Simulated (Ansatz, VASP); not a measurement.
# Al3ZnN3O in two plane-wave programs

Wanted: the spread between two codes on one cell, functional and k mesh. The cell is generated by rule, not measured, and may not be a known phase. The cell is taken from a series of runs on this material, whose earlier steps may have relaxed, scaled, displaced or heated it; both programs get it as it stands.

Main program and level: Ansatz 0.2.0; plane waves, with VASP 6.6.1 beside it; single point at PBEsol.

The structure was built from a prototype and need not be the compound's stable phase.

### Step 1. The structure

Symmetry: P3m1, No. 156, trigonal system. The conventional cell has a = 3.145 Å, b = 3.145 Å, c = 10.075 Å, α = 90.00°, β = 90.00°, γ = 120.00°. Al has 1 N at 1.89 Å and 3 O at 1.92 Å nearest. Nearest to Al lie 4 N at 1.89 to 1.92 Å. Al has 4 N at 1.89 to 1.92 Å nearest. N has 4 Al at 1.89 to 1.92 Å nearest. Nearest to N lie 4 Al at 1.89 to 1.92 Å. Nearest to N lie 1 Al at 1.89 Å and 3 Zn at 1.92 Å. Farther neighbours and most contacts between anions are not listed.

### Step 2. VASP: single point, PBEsol

With cell and atoms fixed, the geometry can't cause a difference; cores, projectors, grids and the points listed under the comparison can.

Lines of VASP's logs that name or quote its potential files are left out, and so is its time.

INCAR

```
SYSTEM = Al3ZnN3O
PREC = Accurate
ENCUT = 600
EDIFF = 1E-06
NELM = 120
ISMEAR = 0
SIGMA = 0.1
LREAL = .FALSE.
ALGO = Normal
GGA = PS
NBANDS = 29
LORBIT = 11
LWAVE = .FALSE.
LCHARG = .FALSE.
ISIF = 2
LASPH = .TRUE.
GGA_COMPAT = .FALSE.
KPAR = 2
```

POSCAR

```
Al3ZnN3O
1.0
    3.1450000000      0.0000000000      0.0000000000
   -1.5725000000      2.7236500000      0.0000000000
    0.0000000000      0.0000000000     10.0750000000
Al N O Zn
3 3 1 1
Direct
    0.3333336667      0.6666663333      0.0000000000
    0.6666670000      0.3333330000      0.2500000000
    0.3333336667      0.6666663333      0.5000000000
    0.3333336667      0.6666663333      0.1875000000
    0.6666670000      0.3333330000      0.4375000000
    0.3333336667      0.6666663333      0.6875000000
    0.6666670000      0.3333330000      0.9375000000
    0.6666670000      0.3333330000      0.7500000000
```

KPOINTS

```
Automatic mesh
0
Gamma
6 6 2
0 0 0
```

The projector-augmented-wave data sets are Al, N, O and Zn (PBE family, release 64).

Started as:

```sh
$ mpirun -np 2 vasp_std
```

Numbers of over 12 decimals in the logs are rounded to 6 here.

What it wrote:

```text
[banner, memory and clock lines left out]
running    2 mpi-ranks, on    1 nodes
 distrk:  each k-point on    1 cores,    2 groups
 distr:  one band on    1 cores,    1 groups

 POSCAR found type information on POSCAR AlN O Zn
 POSCAR found :  4 types and       8 ions
|                                                                             |
|               ----> ADVICE to this user running VASP <----                  |
|                                                                             |
|     You enforced a specific xc type in the INCAR file but a different       |
|     [... a line on the potential file left out ...]
|     I HOPE YOU KNOW WHAT YOU ARE DOING!                                     |
|                                                                             |

 LDA part: xc-table for (Slater+PW92), standard interpolation
 POSCAR, INCAR and KPOINTS ok, starting setup
 FFT: planning ... GRIDC
 FFT: planning ... GRID_SOFT
 FFT: planning ... GRID
 WAVECAR not read
 entering main loop
       N       E                     dE             d eps       ncg     rms          rms(c)
DAV:   1     0.333872102473E+03    0.33387E+03   -0.21477E+04   812   0.172E+03
DAV:   2    -0.186461301123E+02   -0.35252E+03   -0.33015E+03   888   0.397E+02
DAV:   3    -0.621800983793E+02   -0.43534E+02   -0.43041E+02   969   0.142E+02
DAV:   4    -0.634854229380E+02   -0.13053E+01   -0.13001E+01  1008   0.251E+01
DAV:   5    -0.635047767742E+02   -0.19354E-01   -0.19341E-01   988   0.327E+00    0.189E+01
DAV:   6    -0.546213660686E+02    0.88834E+01   -0.29085E+01  1280   0.626E+01    0.896E+00
DAV:   7    -0.547843895834E+02   -0.16302E+00   -0.41796E+00   952   0.132E+01    0.596E+00
DAV:   8    -0.546916209570E+02    0.92769E-01   -0.99298E-01  1168   0.125E+01    0.122E+00
DAV:   9    -0.546643208882E+02    0.27300E-01   -0.38616E-01  1161   0.125E+01    0.126E+00
DAV:  10    -0.546548386605E+02    0.94822E-02   -0.21668E-01  1112   0.225E+00    0.480E-01
DAV:  11    -0.546514433225E+02    0.33953E-02   -0.28028E-02  1148   0.959E-01    0.223E-01
DAV:  12    -0.546514082140E+02    0.35108E-04   -0.18604E-03   955   0.300E-01    0.973E-02
DAV:  13    -0.546513860690E+02    0.22145E-04   -0.20444E-04  1102   0.263E-01    0.263E-02
DAV:  14    -0.546513861173E+02   -0.48264E-07   -0.64912E-05  1155   0.912E-02    0.226E-02
DAV:  15    -0.546513813791E+02    0.47382E-05   -0.19528E-05  1211   0.417E-02    0.778E-03
DAV:  16    -0.546513810323E+02    0.34685E-06   -0.50118E-06  1008   0.261E-02
   1 F= -.54651381E+02 E0= -.54643342E+02  d E =-.160774E-01
```

From OUTCAR (step 2):

```text
ion  position               nearest neighbor table
   1  0.333  0.667  0.000-   4 1.89   7 1.92   7 1.92   7 1.92   8 3.11   2 3.11   2 3.11   8 3.11
                             8 3.11   2 3.11
   2  0.667  0.333  0.250-   5 1.89   4 1.92   4 1.92   4 1.92   3 3.11   1 3.11   1 3.11   3 3.11
                             3 3.11   1 3.11
   3  0.333  0.667  0.500-   6 1.89   5 1.92   5 1.92   5 1.92   8 3.11   2 3.11   2 3.11   8 3.11
                             8 3.11   2 3.11
   4  0.333  0.667  0.188-   1 1.89   2 1.92   2 1.92   2 1.92
   5  0.667  0.333  0.438-   2 1.89   3 1.92   3 1.92   3 1.92
   6  0.333  0.667  0.688-   3 1.89   8 1.92   8 1.92   8 1.92
   7  0.667  0.333  0.938-   8 1.89   1 1.92   1 1.92   1 1.92
   8  0.667  0.333  0.750-   7 1.89   6 1.92   6 1.92   6 1.92   3 3.11   1 3.11   1 3.11   3 3.11
                             3 3.11   1 3.11

  LATTYP: Found a hexagonal cell.
 ALAT       =     3.1450000000
 C/A-ratio  =     3.2034976153

 Subroutine GETGRP returns: Found  6 space group operations
 (whereof  6 operations were pure point group operations)

The static configuration has the point symmetry C_3v.

 Found     14 irreducible k-points:

   k-points           NKPTS =     14   k-points in BZ     NKDIM =     14   number of bands    NBANDS=     29

   dimension x,y,z NGX =    28 NGY =   28 NGZ =   80
   dimension x,y,z NGXF=    56 NGYF=   56 NGZF=  160

   ENCUT  =  600.0 eV  44.10 Ry    6.64 a.u.   6.28  6.28 20.12*2*pi/ulx,y,z

   NELECT =      42.0000    total number of electrons

 k-points in reciprocal lattice and weights: Automatic mesh
   0.00000000  0.00000000  0.00000000       0.014
   0.16666667  0.00000000  0.00000000       0.083
   0.33333333  0.00000000  0.00000000       0.083
   0.50000000  0.00000000  0.00000000       0.042
   0.16666667  0.16666667  0.00000000       0.083
   0.33333333  0.16666667  0.00000000       0.167
   0.33333333  0.33333333  0.00000000       0.028
   0.00000000  0.00000000  0.50000000       0.014
   0.16666667  0.00000000  0.50000000       0.083
[...]
0.33333333  0.16666667  0.50000000       0.167
   0.33333333  0.33333333  0.50000000       0.028

 average (electrostatic) potential at core
       1 -75.1254       2 -73.2837       3 -71.9331       4 -62.2387       5 -60.8199
       6 -60.0523       7 -71.4158       8 -30.6974

 E-fermi :   7.6091

 k-point     1 :       0.0000    0.0000    0.0000
  band No.  band energies     occupation
    ...
     16       3.3948      2.00000
     17       4.8456      2.00000
     18       4.8456      2.00000
     19       5.2860      2.00000
     20       6.5430      2.00000
     21       8.0145      0.00000
     22       8.0145      0.00000
     23       9.4775      0.00000
     24      10.7079      0.00000
     25      11.9439      0.00000
    ...

 k-point     2 :       0.1667    0.0000    0.0000
  band No.  band energies     occupation
    ...
     18       4.6094      2.00000
     19       5.2215      2.00000
     20       6.6395      2.00000
     21       7.5345      1.70846
     22       7.5949      1.15882
     23      10.3584      0.00000
     24      11.1750      0.00000
     25      12.2677      0.00000
     26      12.8346      0.00000
     27      13.4782      0.00000
    ...

 k-point     3 :       0.3333    0.0000    0.0000
  band No.  band energies     occupation
    ...
     17       3.1988      2.00000
     18       4.1822      2.00000
     19       4.3674      2.00000
     20       5.2418      2.00000
     21       6.7919      2.00000
     22       8.3435      0.00000
     23      10.0080      0.00000
     24      10.7040      0.00000
     25      11.7013      0.00000
     26      12.4013      0.00000
    ...

  Total        0.6187784      0.6187785      1.8102205     -0.0000000     -0.0000000      0.0000000
  in kB       11.4875847     11.4875856     33.6066367     -0.0000000     -0.0000000      0.0000000
  external PRESSURE =      18.8606023 kB  Pullay stress =       0.0000000 kB

  energy-cutoff  :      600.00
  volume of cell :       86.30
      direct lattice vectors                 reciprocal lattice vectors
     3.145000000  0.000000000  0.000000000     0.317965024  0.183577185  0.000000000
    -1.572500000  2.723650000  0.000000000     0.000000000  0.367154370  0.000000000
     0.000000000  0.000000000 10.075000000     0.000000000  0.000000000  0.099255583

 POSITION                                       TOTAL-FORCE (eV/Angst)
 -----------------------------------------------------------------------------------
      0.00000      1.81577      0.00000        -0.000000     -0.000000     -0.428867
      1.57250      0.90788      2.51875        -0.000000     -0.000000      1.034974
      0.00000      1.81577      5.03750        -0.000000     -0.000000      1.143233
      0.00000      1.81577      1.88906        -0.000000      0.000000     -1.020498
      1.57250      0.90788      4.40781         0.000000      0.000000     -0.997731
      0.00000      1.81577      6.92656        -0.000000      0.000000     -0.173922
      1.57250      0.90788      9.44531         0.000000      0.000000      3.687282
      1.57250      0.90788      7.55625        -0.000000     -0.000000     -3.244471
 -----------------------------------------------------------------------------------
    total drift:                               -0.005116      0.002950      0.001130

  FREE ENERGIE OF THE ION-ELECTRON SYSTEM (eV)
  ---------------------------------------------------
  free  energy   TOTEN  =       -54.6513810323 eV

  energy  without entropy=      -54.6353036086  energy(sigma->0) =      -54.64334232

 total charge
# of ion       s       p       d       tot
------------------------------------------
    1        0.362   0.364   0.000   0.726
    2        0.367   0.427   0.000   0.794
    3        0.365   0.421   0.000   0.786
    4        1.222   2.582   0.000   3.804
    5        1.216   2.587   0.000   3.803
    6        1.224   2.485   0.000   3.709
    7        1.572   3.517   0.000   5.089
    8        0.580   0.708   9.895  11.183
--------------------------------------------------
tot          6.908  13.090   9.895  29.893

[... 3 further parts left out ...]
```

The k-mesh is coarse for a metal.

The run ends at a pressure of 1.89 GPa, with forces up to 3.7 eV/Å.

### Step 3. Ansatz: single point, PBEsol

Ansatz runs on its default PAW (the set named soft_2) files.

The same cell, functional, mesh and smearing now go to Ansatz, which takes its cutoff from its data sets.

input.yaml

```yaml
crystal:
  lattice:
    - [3.145, 0.0, 0.0]
    - [-1.5725, 2.72365, 0.0]
    - [0.0, 0.0, 10.075]
  atoms:
    - { symbol: Al, position: [0.333333, 0.666667, 0.0] }
    - { symbol: Al, position: [0.666667, 0.333333, 0.25] }
    - { symbol: Al, position: [0.333333, 0.666667, 0.5] }
    - { symbol: "N", position: [0.333333, 0.666667, 0.1875] }
    - { symbol: "N", position: [0.666667, 0.333333, 0.4375] }
    - { symbol: "N", position: [0.333333, 0.666667, 0.6875] }
    - { symbol: O, position: [0.666667, 0.333333, 0.9375] }
    - { symbol: Zn, position: [0.666667, 0.333333, 0.75] }
kpoints:
  mp_grid: { grid: [6, 6, 2] }
hamiltonian:
  xc: pbesol
scf:
  occupations: { method: gaussian, width: 0.1 }
output:
  forces: true
  stress: true
  eigenvalues: true
```

Started as:

```sh
$ ansatz run input.yaml --threads 8 --pin off --max-ram 14336MiB --backend cpu --events-out ev --progress --plain --runs-dir out
```

What it wrote:

```text
Warning: the atoms were moved onto the symmetric positions of the space group found under crystal.symmetry.tolerance 1.0e-5 (fractional; no operation is sought that the atoms, as they stand in a round, miss by more than twice it, and no atom is moved by as much as it), and the run uses the moved positions. Before a round's move an operation carried an atom to 3.15e-6 Å from where it should land, the largest such dist [...]
Engine: ansatz 0.2.0, x86_64-unknown-linux-gnu
Pseudopotentials: kind: paw
Pseudopotential: Al, paw, valence charge 3, recommended cutoff 420 eV (normal), Al.paw.azcp
Pseudopotential: N, paw, valence charge 5, recommended cutoff 420 eV (normal), N.paw.azcp
Pseudopotential: O, paw, valence charge 6, recommended cutoff 420 eV (normal), O.paw.azcp
Pseudopotential: Zn, paw, valence charge 12, recommended cutoff 420 eV (normal), Zn.paw.azcp
Functional definition: PBEsol
  exchange = pbesol_x
  correlation = pbesol_c
Crystal: 8 atoms, lattice volume = 86.301 Å³
Basis set: ecut = 420 eV, 1665 PW (Γ), exchange–correlation on 48×48×144 points (8 copies of the dense FFT grid, shifted against one another)
Bands: 29, of which v1, the nominal top of the filled ones, is band 21 counted from 1 (20 counted from 0)
Symmetry: 6 space group operations
Space group: P3m1 (ITA 156), of the structure as read, at distance tolerance 4.4e-5 Å
k-points: 14 of 72 (time reversal used)
Non-local potential: Al, projectors of the file, l = 0: 2, l = 1: 2, l = 2: 1
Non-local potential: N, projectors of the file, l = 0: 2, l = 1: 2, l = 2: 1
Non-local potential: O, projectors of the file, l = 0: 2, l = 1: 2, l = 2: 1
Non-local potential: Zn, projectors of the file, l = 0: 2, l = 1: 2, l = 2: 3, l = 3: 1
PAW form: soft (Blöchl's): semilocal exchange-correlation on the pseudo side does not see the compensation charge
PAW frozen core: Al, regenerated for the run's functional, and the local potential with it (the file was generated under x = pbe(κ = 0.804, μ = 0.219515), c = pbe(β = 0.066725))
PAW frozen core: N, regenerated for the run's functional, and the local potential with it (the file was generated under x = pbe(κ = 0.804, μ = 0.219515), c = pbe(β = 0.066725))
PAW frozen core: O, regenerated for the run's functional, and the local potential with it (the file was generated under x = pbe(κ = 0.804, μ = 0.219515), c = pbe(β = 0.066725))
PAW frozen core: Zn, regenerated for the run's functional, and the local potential with it (the file was generated under x = pbe(κ = 0.804, μ = 0.219515), c = pbe(β = 0.066725))
PAW one-centre angular grid: Al, 110 points (default); XC on 64 Gauss nodes
PAW one-centre angular grid: N, 110 points (default); XC on 64 Gauss nodes
PAW one-centre angular grid: O, 110 points (default); XC on 64 Gauss nodes
PAW one-centre angular grid: Zn, 590 points (default); XC on 64 Gauss nodes
Initial density: superposition of atomic densities (neutral atoms: chi_scale 0, normalization atom), corrected by the library's trained network
Initial wavefunctions: pseudopotential atomic-orbital guess
Functional: x = pbesol(κ = 0.804, μ = 0.123457), c = pbesol(β = 0.046)
SCF iter   1: F=—  HF=-6558.073911 eV  |F-HF|=—  |Δ(HF+E_count)|=         —  Δρ=1.44e-2  dr2=5.27e-1  ethr=1.77e-3  ⟨swp⟩=6.3  Hψ=2079  notcnv=0  defer=3
preconditioner: auto → Resta (q_TF=auto, 2.420 Å⁻¹)  ε∞=5.3  [insulator: Δε(μ)=0.259 eV  Ē_g=12.464 eV  σ=0.100 eV  W_gap=0.68  n_scr=24 (ndim 8)  ℏωp=25.9 eV  f_vac=0.000  D(μ)=0.95/eV (n_scr^D=4)  ε∞_Penn≈5.3]
SCF iter   2: F=—  HF=-6558.006141 eV  |F-HF|=—  |Δ(HF+E_count)|=   6.78e-2  Δρ=6.32e-3  dr2=3.97e-2  ethr=1.25e-3  ⟨swp⟩=2.0  Hψ=579  notcnv=0  defer=20
preconditioner: auto → Kerker (q_TF=auto, 2.420 Å⁻¹)  [metal: Δε(μ)=0.037 eV  Ē_g=12.403 eV  σ=0.100 eV  W_gap=0.21  n_scr=24 (ndim 8)  ℏωp=25.9 eV  f_vac=0.000  D(μ)=3.19/eV (n_scr^D=26)]
SCF iter   3: F=—  HF=-6557.999268 eV  |F-HF|=—  |Δ(HF+E_count)|=   6.87e-3  Δρ=2.47e-3  dr2=1.69e-2  ethr=9.45e-5  ⟨swp⟩=2.6  Hψ=598  notcnv=0  defer=23
SCF iter   4: F=—  HF=-6557.996808 eV  |F-HF|=—  |Δ(HF+E_count)|=   2.46e-3  Δρ=2.07e-3  dr2=8.98e-3  ethr=4.03e-5  ⟨swp⟩=2.7  Hψ=606  notcnv=0  defer=23
SCF iter   5: F=—  HF=-6557.995882 eV  |F-HF|=—  |Δ(HF+E_count)|=   9.25e-4  Δρ=9.72e-4  dr2=5.08e-3  ethr=2.14e-5  ⟨swp⟩=2.1  Hψ=457  notcnv=0  defer=23
SCF iter   6: F=—  HF=-6557.995319 eV  |F-HF|=—  |Δ(HF+E_count)|=   5.64e-4  Δρ=6.57e-4  dr2=2.17e-3  ethr=1.21e-5  ⟨swp⟩=1.1  Hψ=450  notcnv=0  defer=24
SCF iter   7: F=—  HF=-6557.995126 eV  |F-HF|=—  |Δ(HF+E_count)|=   1.93e-4  Δρ=4.33e-4  dr2=5.07e-4  ethr=5.16e-6  ⟨swp⟩=1.0  Hψ=447  notcnv=0  defer=26
SCF iter   8: F=—  HF=-6557.995020 eV  |F-HF|=—  |Δ(HF+E_count)|=   1.06e-4  Δρ=3.77e-4  dr2=4.51e-4  ethr=1.21e-6  ⟨swp⟩=2.4  Hψ=598  notcnv=0  defer=26
SCF iter   9: F=—  HF=-6557.994993 eV  |F-HF|=—  |Δ(HF+E_count)|=   2.75e-5  Δρ=2.46e-4  dr2=2.02e-4  ethr=1.07e-6  ⟨swp⟩=1.0  Hψ=378  notcnv=0  defer=26
SCF iter  10: F=—  HF=-6557.994984 eV  |F-HF|=—  |Δ(HF+E_count)|=   8.22e-6  Δρ=1.32e-4  dr2=5.60e-5  ethr=4.80e-7  ⟨swp⟩=1.0  Hψ=378  notcnv=0  defer=26
SCF iter  11: F=—  HF=-6557.994816 eV  |F-HF|=—  |Δ(HF+E_count)|=   1.69e-4  Δρ=3.27e-5  dr2=4.13e-6  ethr=1.33e-7  ⟨swp⟩=1.0  Hψ=378  notcnv=0  defer=26
SCF iter  12: F=-6557.994815 eV  HF=-6557.994815 eV  |F-HF|=8.17e-8  |Δ(HF+E_count)|=   3.23e-7  Δρ=6.48e-6  dr2=8.27e-8  ethr=2.38e-10  ⟨swp⟩=9.6  Hψ=1861  notcnv=0
SCF 1 converged in 12 iterations: F = -6557.994815 eV  dr2 = 8.27e-8
  greatest PAW one-centre occupation: 0.985 electrons in one spin orbital (limit 2), on the Zn atom at site 7 (counted from 0), in its partial waves of l = 2
SCF converged after 12 iterations
Free energy (F): -6557.994815 eV
Harris-Foulkes:  -6557.994815 eV  (|F-HF|=8.17e-8)
Internal energy: -6557.978816 eV  (E = F + TS)
E sigma→0 (E₀):  -6557.986816 eV
Entropy (-TS):   -0.015999 eV (-2.000 meV/atom)
Fermi energy:    9.988663 eV
--- Per-component energies (eV) ---
  E_band       = 83.146907
  E_kinetic    = 779.409449
  E_local      = -3768.838960  (includes V_loc(G=0)·N_el)
  E_nonlocal   = 830.219498
  E_hartree    = 1604.220568
  E_xc         = -510.374230
  E_vxc        = -468.236646  (∫ρ·V_xc dr)
  E_paw        = -3673.976635  (= ΣΔE_a)
  E_vpaw       = -497.845374  (= ΣTr[D̂ρ^β])
  E_aug_tail   = 0.002373  (compensation charges beyond the density's cutoff)
  E_ewald      = -1819.615235
  E_core_change = 0.974356  (= ΣΔE_core)
  E_smearing   = -0.015999  (= −TS)
  E_closure    = 0.000000  (closes the sum)
  Σ components = -6557.994815   (vs F -6557.994815, Δ=0.00e0)
--- Forces (eV/Å), atoms counted from 1 ---
  atom   1  Al     0.00000000    -0.00000000    -0.42501070
  atom   2  Al     0.00000000     0.00000000     1.04719754
  atom   3  Al     0.00000000    -0.00000000     1.15218647
  atom   4  N     -0.00000000    -0.00000000    -1.03845092
  atom   5  N     -0.00000000     0.00000000    -1.01059305
  atom   6  N      0.00000000     0.00000000    -0.14178446
  atom   7  O      0.00000000     0.00000000     3.60995325
  atom   8  Zn    -0.00000000     0.00000000    -3.19348191
  max |Σ_I F_I| component: 1.62e-5 eV/Å
--- Stress (GPa, compression-positive) ---
        1.079321       0.000000      -0.000000
        0.000000       1.079321      -0.000000
       -0.000000       0.000000       3.051555
  P = ⅓ Tr σ = 1.7367 GPa (17.367 kbar)
--- Band table (eV; the first three rows and the last of 14) ---
  k-point 0: bands = [... 17 lower, 7.2258, 7.6670, 8.9218, 10.3923, 10.3923, 11.8525, 13.0758, 14.3034, ... 4 higher]
  k-point 1: bands = [... 17 lower, 7.2265, 7.2265, 9.4676, 10.3922, 10.3922, 11.5102, 13.1100, 14.5293, ... 4 higher]
  k-point 2: bands = [... 17 lower, 6.9896, 7.6033, 9.0185, 9.9148, 9.9732, 12.7342, 13.5465, 14.6419, ... 4 higher]
  k-point 13: bands = [... 17 lower, 5.2386, 6.5732, 6.5929, 7.5114, 11.3246, 13.5507, 13.8868, 14.2222, ... 4 higher]
```

The run ends at a pressure of 1.74 GPa, with forces up to 3.6 eV/Å.

### Step 4. Side by side

Known differences besides the potentials themselves: the cutoff is 420 eV in Ansatz and 600 eV in VASP; Ansatz makes its cores anew for this functional, VASP keeps those of its PBE data sets. Total energies have different zeros and are not compared.

Compared:

```
      quantity  Ansatz  VASP  difference
pressure (GPa)    1.74  1.89       -0.15
```

Forces (eV/Å; atoms numbered as in POSCAR):

```
atom        Ansatz x, y, z          VASP x, y, z
 Al1  0.000, 0.000, -0.425  0.000, 0.000, -0.429
 Al2   0.000, 0.000, 1.047   0.000, 0.000, 1.035
 Al3   0.000, 0.000, 1.152   0.000, 0.000, 1.143
  N4  0.000, 0.000, -1.038  0.000, 0.000, -1.020
  N5  0.000, 0.000, -1.011  0.000, 0.000, -0.998
  N6  0.000, 0.000, -0.142  0.000, 0.000, -0.174
  O7   0.000, 0.000, 3.610   0.000, 0.000, 3.687
 Zn8  0.000, 0.000, -3.193  0.000, 0.000, -3.244
```

The forces differ by 21 meV/Å r.m.s., which is 1.9 % of the r.m.s. force of 1.095 eV/Å (both taken over all components).

### Step 5. Summary of results

```
r.m.s. force difference (single point, PBEsol) : 1.9 % of the r.m.s. force
```

The r.m.s. force difference is 1.9 % of the r.m.s. force (single point, PBEsol), within the 3 % picked in this series as the mark of a large difference. Such differences can come from data sets, numerical settings and the points named under the comparisons, not from the functional's error against experiment.

[Lines on the potential files, build, host, timing and source positions are cut from VASP's logs without a mark.]

[Logs are printed without paths, hosts, clocks, repeated set-up lines and the standing remarks that a program may print on its own settings, such as how far it seeks lower states.]

[Hosts, paths, dates, database ids (printed as entryN), source tags and the programs' standing remarks are cut or masked in the printed files.]
